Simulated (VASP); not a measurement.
Input:

```yaml
crystal:
  lattice:
    - [0.00000, 3.32733, 3.32733]
    - [3.32733, 0.00000, 3.32733]
    - [3.32733, 3.32733, 0.00000]
  atoms:
    - { symbol: Hg, position: [0.00000, 0.00000, 0.00000] }
    - { symbol: Te, position: [0.25000, 0.25000, 0.25000] }
```

All values below come from modified Becke-Johnson potential (mBJ), VASP's PBE PAW potentials (set 64) (plane waves; VASP). Settings: 520 eV cut-off, 6×6×6 Γ-centred mesh, Gaussian smearing of 0.050 eV, potentials Hg Te.

mBJ is a potential without an energy functional, so only the levels count.

### Question
Give the energies of bands 2 to 12 at the high-symmetry points, in eV from the Fermi level.

### Answer

```
band      Γ      X      U      L      W
----  -----  -----  -----  -----  -----
2     -6.87  -6.63  -6.69  -6.77  -6.67
3     -6.87  -6.61  -6.65  -6.77  -6.66
4     -6.87  -6.61  -6.50  -6.41  -6.47
5     -6.42  -6.37  -6.40  -6.41  -6.43
6     -6.42  -6.04  -5.99  -6.17  -5.94
7     -0.14  -4.64  -4.63  -4.58  -4.66
8      0.00  -1.79  -2.27  -0.77  -2.04
9      0.00  -1.79  -1.48  -0.77  -2.02
10     0.00   2.36   2.68   1.30   3.22
11     4.82   3.41   4.60   5.53   5.23
12     4.82   8.66   7.46   5.53   5.89
```

It has no gap at this level: it comes out as a metal or semimetal.

The compound is HgTe in the zinc blende structure. It was relaxed first, which changed the volume by +9 %. The cell's shape comes from a PBE relaxation.
